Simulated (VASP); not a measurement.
Rh, 1 atom in the cell. The structure is cubic, space group Fm-3m (No. 225). The conventional cell has a = 3.772 Å, b = 3.772 Å, c = 3.772 Å, α = 90.00°, β = 90.00°, γ = 90.00°. Rh (site symmetry m-3m) has 12 Rh at 2.67 Å as nearest neighbours.  The cell isn't the ideal one: a relaxed cell with its volume scaled by 0.96.

* Program: VASP 6.6.1
* Task: relaxation of the atoms
* Functional: PBE
* Potentials or basis: VASP PAW PBE potentials, release 64 (Rh)
* Cutoff: 300 eV
* k mesh: 8 × 8 × 8
* Occupations: methfessel-paxton, width 0.1 eV
* Spin: no spin polarisation
* Further INCAR settings: ALGO = Normal; EDIFF = 1e-07; IBRION = 2; EDIFFG = -0.01; NSW = 40

Potentials or basis: VASP PAW PBE potentials, release 64 (Rh).

Run with:

```sh
$ cat potpaw_PBE.64/Rh/POTCAR > POTCAR
$ mpirun -np 1 vasp_std > vasp.out
```

Hardware: 1 thread of Intel(R) Xeon(R) Platinum 8488C (Sapphire Rapids), on a shared host.

Estimate the wall time of this run.

It took 2.4 s on 1 thread of Intel(R) Xeon(R) Platinum 8488C (Sapphire Rapids), on a shared host, peak memory 0.1 GiB. Counts: scf iterations 11, k points 29, ion steps 1.
